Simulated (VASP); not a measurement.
Input for VASP

### INCAR
```
SYSTEM = Co
PREC = Accurate; ENCUT = 480; LREAL = .False.
LASPH = .True.
EDIFF = 1E-7; NELM = 100; ALGO = Normal
LMAXMIX = 4; LMIXTAU = .True.
ISMEAR = 1; SIGMA = 0.1
METAGGA = R2SCAN
MAGMOM = 1.7 1.7
ISPIN = 2
IBRION = 2; NSW = 40; ISIF = 3
EDIFFG = -0.01; PSTRESS = 20
LWAVE = .False.; LCHARG = .False.; LORBIT = 10
```

**KPOINTS**
```
K-points
0
G
 16 16 8
```

**POSCAR**
```
Co
1
    1.2329002459    -2.1354460933    -0.0000000000
    1.2329002459     2.1354460933    -0.0000000000
    0.0000000000     0.0000000000     4.0077447471
Co
2
Direct
  0.3333330000   0.6666670000   0.2500000000
  0.6666670000   0.3333330000   0.7500000000
```

POTCAR, in this order: Co (PBE.64 set). Program: vasp_std.

Task: Translate this r2SCAN calculation to Ansatz.

Result: One equivalent input (not run):
Ansatz 0.2 input:
```yaml
crystal:
  lattice:
    - [1.2329002, -2.1354461, 0.0000000]
    - [1.2329002, 2.1354461, 0.0000000]
    - [0.0000000, 0.0000000, 4.0077447]
  atoms:
    - { symbol: Co, position: [0.3333330, 0.6666670, 0.2500000], spin: 1.7 }
    - { symbol: Co, position: [0.6666670, 0.3333330, 0.7500000], spin: 1.7 }
kpoints:
  mp_grid: { grid: [16, 16, 8] }
hamiltonian:
  xc: r2scan
  pseudopotentials: { kind: paw }
magnetization: { spin_polarized: true }
scf:
  occupations: { method: methfessel_paxton, width: 0.1 }
  max_iter: 100
relax:
  max_steps: 40
  f_tol: 0.01
  cell: { p_target: 2 }
output: { forces: true, stress: true, eigenvalues: true }
```
What does not carry over: each code has its own PAW files, so the cut-off isn't converted (ENCUT is set for VASP's; basis.ecutwfc is left out, and Ansatz then takes the one that its files recommend); Ansatz stops its SCF on the density residual and VASP on the energy change (EDIFF).

The compound is Co in the hcp structure. It was relaxed first under an external pressure of 2 GPa.
